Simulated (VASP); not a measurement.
**RbSnS: relaxation of cell and atoms with LDA**

Crystal: RbSnS.

```
CELL_PARAMETERS angstrom
4.64916 0.00000 0.00000
0.00000 4.64916 0.00000
0.00000 0.00000 5.32857
ATOMIC_POSITIONS crystal
Rb 0.00000 0.00000 0.00000
Sn 0.50000 0.50000 0.50000
S 0.50000 0.50000 0.00000
```

The cell was built by a generator and needn't be a form met in nature.

```yaml
Program: VASP 6.6.1
Task: relaxation of cell and atoms
Functional: LDA
Potentials_or_basis: VASP PAW LDA potentials, release 64 (Rb_sv, Sn_d, S)
Cutoff: 600 eV
k_mesh: 6 × 6 × 5
Occupations: gaussian, width 0.05 eV
Spin: no spin polarisation
Further_INCAR_settings: ALGO = Fast; EDIFF = 1e-07; IBRION = 2; EDIFFG = -0.005; NSW = 40; ISIF = 3
```

The relaxed volume is 34.54 Å³/atom. The relaxed cell is a = 4.444 Å, b = 4.444 Å, c = 5.247 Å, α = 90.00°, β = 90.00°, γ = 90.00°, the space group after relaxing (to 0.05 Å) is P4/mmm (No. 123) and the energy gained by relaxing is 21.7 meV/atom. The ionic steps are 7, the pressure after relaxing is 0.0 GPa and the band gap on the k mesh is none (metal or under the smearing width).

Step by step:
| step | energy change (eV) | largest force (eV/Å) | pressure (GPa) | volume (Å³) |
| --- | --- | --- | --- | --- |
| 1 | 0.0000 | 0.0000 | -1.62 | 115.18 |
| 2 | -0.0458 | 0.0000 | -0.62 | 108.83 |
| 3 | -0.0557 | 0.0000 | 0.09 | 104.43 |
| 4 | -0.0647 | 0.0000 | 0.11 | 103.00 |
| 5 | -0.0648 | 0.0000 | 0.10 | 103.13 |
| 6 | -0.0650 | 0.0000 | 0.02 | 103.55 |
| 7 | -0.0650 | 0.0000 | 0.00 | 103.63 |

Final structure:
```
Rb Sn S
1.0
     4.44428    0.00000    0.00000
     0.00000    4.44428    0.00000
     0.00000    0.00000    5.24672
Rb Sn S
1 1 1
Direct
  0.00000 0.00000 0.00000
  0.50000 0.50000 0.50000
  0.50000 0.50000 0.00000
```

Levels at points of the mesh, in eV from the Fermi level:
```
           k point  band 11  band 12  band 13  band 14  band 15  band 16  band 17  band 18
(0.00, 0.00, 0.00)    -5.98    -4.38    -1.79    -1.79     2.42     2.42     2.80     2.86
(0.50, 0.00, 0.00)    -5.54    -4.41    -3.44    -2.33    -0.10     2.82     4.91     5.08
(0.50, 0.50, 0.00)    -5.15    -4.23    -2.42    -2.42     0.72     0.72     2.46     3.79
```

It took 15 min on 1 thread of Intel(R) Xeon(R) Platinum 8375C CPU @ 2.90GHz (Ice Lake), with other jobs on the host, peak memory 0.28 GiB.
